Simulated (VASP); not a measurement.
Data:

```
CELL_PARAMETERS angstrom
      4.25848     0.00000     0.00000
     -2.12924     3.68795     0.00000
      0.00000     0.00000    23.29212
ATOMIC_POSITIONS crystal
  Ge 0.00000 0.00000 0.50000
  Sb 0.66667 0.33333 0.91580
  Sb 0.33333 0.66667 0.08420
  Sb 0.33333 0.66667 0.34454
  Sb 0.66667 0.33333 0.65546
  Te 0.33333 0.66667 0.84186
  Te 0.66667 0.33333 0.15814
  Te 0.00000 0.00000 0.72898
  Te 0.00000 0.00000 0.27102
  Te 0.66667 0.33333 0.42908
  Te 0.33333 0.66667 0.57092
  Te 0.00000 0.00000 0.00000
```

Computed with PBEsol GGA, VASP's PBE PAW potentials (set 64) (plane waves; VASP 6.6.1). Settings: 400 eV cut-off, 7×7×2 Γ-centred mesh, tetrahedra with Blöchl corrections, potentials Ge_d Sb Te.

Without a dispersion term in the relaxation, distances and binding between the weakly bound layers, chains or molecules are unreliable, and so is what depends on them.

Task: What does the run give for the energy per atom (σ→0)?

Result: 
```
Property                       Result
---------------------  --------------
energy per atom (σ→0)  -4.107 eV/atom
```

Total energies compare only between runs with the same potentials, cut-off and functional.

The structure comes from a computed database's GeSb4Te7 entry (P-3m1); how it stands against other phases isn't given here. It was relaxed first, which changed the volume by -7 %.
